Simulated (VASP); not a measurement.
Here is the system:

```
Pt2Ge
1.0
    6.72698     0.00000     0.00000
   -3.36349     5.82574     0.00000
    0.00000     0.00000     3.55485
Ge Pt
3 6
Direct
  0.66667   0.33333   0.00000
  0.33333   0.66667   0.00000
  0.00000   0.00000   0.50000
  0.62141   0.00000   0.50000
  0.37859   0.37859   0.50000
  0.00000   0.62141   0.50000
  0.00000   0.28256   0.00000
  0.28256   0.00000   0.00000
  0.71744   0.71744   0.00000
```

Level of theory: r2SCAN meta-GGA, VASP's PBE PAW potentials (set 64) (plane waves; VASP). Run with 400 eV cut-off, 6×6×10 Γ-centred mesh, tetrahedra with Blöchl corrections, potentials Ge_d Pt.

Unless said otherwise, spin-orbit coupling is left out, though it shifts the bands of the heavy elements here.

Task: Estimate the energy per atom (σ→0), band gap (over mesh and band path) with the smallest direct gap where there is one.

Result: 
```
Quantity                                                              Result
----------------------------------  ----------------------------------------
band gap (over mesh and band path)  none (metal, semimetal or under 0.01 eV)
energy per atom (σ→0)                                        -39.321 eV/atom
```

The absolute energy has meaning only against runs of the same code, potentials and settings.

The structure comes from a computed database's GePt2 entry (P-62m); how it stands against other phases isn't given here. It was relaxed first.
